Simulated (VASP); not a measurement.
Here is the system:

```
CELL_PARAMETERS angstrom
      0.00000     2.84500     2.84500
      2.84500     0.00000     2.84500
      2.84500     2.84500     0.00000
ATOMIC_POSITIONS crystal
  Ca 0.00000 0.00000 0.00000
  S  0.50000 0.50000 0.50000
```

Level of theory: G0W0 on PBE orbitals, VASP's PBE PAW potentials (set 64) (plane waves; VASP). Numerical set-up: PREC = Normal, 500 eV cut-off, 6×6×6 Γ-centred mesh, Gaussian smearing of 0.010 eV, potentials Ca_sv_GW S_GW.

The mesh is coarse and the basis finite, so the quasiparticle values are not converged.

NBANDS = 120, ENCUTGW = 180 eV, NOMEGA = 64. The PBE levels (eV) that the step starts from are:

```json
[
 {"state": "k1 (0.00, 0.00, 0.00), band 5", "KS energy": "-7.20", "filling": "2"},
 {"state": "k1 (0.00, 0.00, 0.00), band 6", "KS energy": "4.13", "filling": "2"},
 {"state": "k1 (0.00, 0.00, 0.00), band 7", "KS energy": "4.13", "filling": "2"},
 {"state": "k1 (0.00, 0.00, 0.00), band 8", "KS energy": "4.13", "filling": "2"},
 {"state": "k1 (0.00, 0.00, 0.00), band 9", "KS energy": "8.29", "filling": "0"},
 {"state": "k1 (0.00, 0.00, 0.00), band 10", "KS energy": "8.29", "filling": "0"},
 {"state": "k1 (0.00, 0.00, 0.00), band 11", "KS energy": "8.29", "filling": "0"},
 {"state": "k1 (0.00, 0.00, 0.00), band 12", "KS energy": "8.30", "filling": "0"},
 {"state": "k8 (-0.33, 0.17, 0.00), band 5", "KS energy": "-6.48", "filling": "2"},
 {"state": "k8 (-0.33, 0.17, 0.00), band 6", "KS energy": "1.48", "filling": "2"},
 {"state": "k8 (-0.33, 0.17, 0.00), band 7", "KS energy": "2.85", "filling": "2"},
 {"state": "k8 (-0.33, 0.17, 0.00), band 8", "KS energy": "3.02", "filling": "2"},
 {"state": "k8 (-0.33, 0.17, 0.00), band 9", "KS energy": "9.10", "filling": "0"},
 {"state": "k8 (-0.33, 0.17, 0.00), band 10", "KS energy": "9.76", "filling": "0"},
 {"state": "k8 (-0.33, 0.17, 0.00), band 11", "KS energy": "10.12", "filling": "0"},
 {"state": "k8 (-0.33, 0.17, 0.00), band 12", "KS energy": "10.44", "filling": "0"},
 {"state": "k16 (-0.33, 0.50, 0.17), band 5", "KS energy": "-6.49", "filling": "2"},
 {"state": "k16 (-0.33, 0.50, 0.17), band 6", "KS energy": "2.06", "filling": "2"},
 {"state": "k16 (-0.33, 0.50, 0.17), band 7", "KS energy": "2.72", "filling": "2"},
 {"state": "k16 (-0.33, 0.50, 0.17), band 8", "KS energy": "2.75", "filling": "2"},
 {"state": "k16 (-0.33, 0.50, 0.17), band 9", "KS energy": "7.80", "filling": "0"},
 {"state": "k16 (-0.33, 0.50, 0.17), band 10", "KS energy": "10.03", "filling": "0"},
 {"state": "k16 (-0.33, 0.50, 0.17), band 11", "KS energy": "10.04", "filling": "0"},
 {"state": "k16 (-0.33, 0.50, 0.17), band 12", "KS energy": "10.66", "filling": "0"}
]
```

Task: Give the quasiparticle energies and renormalisation factors Z.

Result: 
| state | QP energy (eV) | Z |
|---|---|---|
| k1 (0.00, 0.00, 0.00), band 5 | -8.04 | 0.67 |
| k1 (0.00, 0.00, 0.00), band 6 | 3.22 | 0.76 |
| k1 (0.00, 0.00, 0.00), band 7 | 3.22 | 0.76 |
| k1 (0.00, 0.00, 0.00), band 8 | 3.22 | 0.76 |
| k1 (0.00, 0.00, 0.00), band 9 | 9.69 | 0.78 |
| k1 (0.00, 0.00, 0.00), band 10 | 9.69 | 0.78 |
| k1 (0.00, 0.00, 0.00), band 11 | 9.69 | 0.78 |
| k1 (0.00, 0.00, 0.00), band 12 | 8.70 | 0.80 |
| k8 (-0.33, 0.17, 0.00), band 5 | -7.32 | 0.68 |
| k8 (-0.33, 0.17, 0.00), band 6 | 0.40 | 0.74 |
| k8 (-0.33, 0.17, 0.00), band 7 | 1.89 | 0.75 |
| k8 (-0.33, 0.17, 0.00), band 8 | 2.13 | 0.75 |
| k8 (-0.33, 0.17, 0.00), band 9 | 10.26 | 0.77 |
| k8 (-0.33, 0.17, 0.00), band 10 | 11.52 | 0.75 |
| k8 (-0.33, 0.17, 0.00), band 11 | 11.75 | 0.75 |
| k8 (-0.33, 0.17, 0.00), band 12 | 12.17 | 0.75 |
| k16 (-0.33, 0.50, 0.17), band 5 | -7.29 | 0.68 |
| k16 (-0.33, 0.50, 0.17), band 6 | 0.96 | 0.75 |
| k16 (-0.33, 0.50, 0.17), band 7 | 1.70 | 0.75 |
| k16 (-0.33, 0.50, 0.17), band 8 | 1.77 | 0.74 |
| k16 (-0.33, 0.50, 0.17), band 9 | 8.86 | 0.78 |
| k16 (-0.33, 0.50, 0.17), band 10 | 11.62 | 0.77 |
| k16 (-0.33, 0.50, 0.17), band 11 | 11.75 | 0.75 |
| k16 (-0.33, 0.50, 0.17), band 12 | 12.65 | 0.75 |
On the mesh the gap opens from 2.36 to 4.17 eV.

The compound is CaS in the rock salt structure. The cell was not relaxed at this level.
